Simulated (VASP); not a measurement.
Cd4TeO3, 8 atoms in the cell. The structure is tetragonal, space group I-42m (No. 121). The conventional cell has a = 5.655 Å, b = 5.655 Å, c = 10.214 Å, α = 90.00°, β = 90.00°, γ = 90.00°. Cd (site symmetry m) has 3 O at 2.24 to 2.28 Å as nearest neighbours. Te (site symmetry -42m) has 4 Cd at 2.78 Å as nearest neighbours. Around O (site symmetry -42m) lie 4 Cd at 2.24 Å. O (site symmetry -4) has 4 Cd at 2.28 Å as nearest neighbours. The cell was built by a generator and needn't be a form met in nature.

| Item | Value |
| --- | --- |
| Program | VASP 6.6.1 |
| Task | relaxation of cell and atoms |
| Functional | PBE |
| Potentials or basis | VASP PAW PBE potentials, release 64 (Cd, Te, O) |
| Cutoff | 520 eV |
| k mesh | 8 × 8 × 8 |
| Occupations | gaussian, width 0.1 eV |
| Spin | no spin polarisation |
| Further INCAR settings | ALGO = Normal; EDIFF = 1e-07; IBRION = 2; POTIM = 0.3; EDIFFG = -0.005; NSW = 60; ISIF = 3 |

Potentials or basis: VASP PAW PBE potentials, release 64 (Cd, Te, O).

Command:

```bash
$ cat potpaw_PBE.64/Cd/POTCAR potpaw_PBE.64/Te/POTCAR potpaw_PBE.64/O/POTCAR > POTCAR
$ mpirun -np 4 vasp_std > vasp.out
```

Hardware: 4 MPI ranks on Intel(R) Xeon(R) 6975P-C (Granite Rapids), on a shared host.

Question: How long does it take, and how much memory?

Answer: Wall time 2.4 min on 4 MPI ranks on Intel(R) Xeon(R) 6975P-C (Granite Rapids), with other jobs on the host, peak memory 0.58 GiB a rank. Counts: scf iterations 30, k points 59, ion steps 3.
